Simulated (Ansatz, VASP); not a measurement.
**Two plane-wave programs on Hf4Al3Cl**

```
CELL_PARAMETERS angstrom
4.36040 0.00000 0.00000
-2.18020 3.77621 0.00000
0.00000 0.00000 14.18709
ATOMIC_POSITIONS crystal
Hf 0.66667 0.33333 0.17861
Hf 0.66667 0.33333 0.82139
Hf 0.66667 0.33333 0.00000
Hf 0.00000 0.00000 0.50000
Al 0.33333 0.66667 0.00000
Al 0.66667 0.33333 0.36920
Al 0.66667 0.33333 0.63080
Cl 0.33333 0.66667 0.50000
```

Alike in both runs: functional PBE; k mesh 6 × 6 × 2; occupations gaussian, width 0.1 eV; no spin polarisation.

Ansatz relaxed the structure, and its values are those at the end. VASP's run is a single point on that final structure, the one shown.

```csv
,VASP,Ansatz
version,VASP 6.6.1,Ansatz 0.2.0
potentials or method,"VASP PAW PBE potentials, release 64 (Hf_pv, Al, Cl)","scalar-relativistic, plane waves, PAW"
plane-wave cutoff (eV),520,420
valence electrons in the cell,56,120
```

```csv
,VASP,Ansatz,Ansatz less VASP
gap on the k mesh at the Fermi level (eV),none,none,-
pressure (GPa),-0.1,0.1,+0.13
rms of the force components (eV/Å),0.012,0.006,-0.0060
```

A gap of «none» marks a metal or a gap that the smearing closes. The two sets of potentials don't hold the same shells in valence.

Spin-orbit coupling is left out, which matters for the levels of Hf.
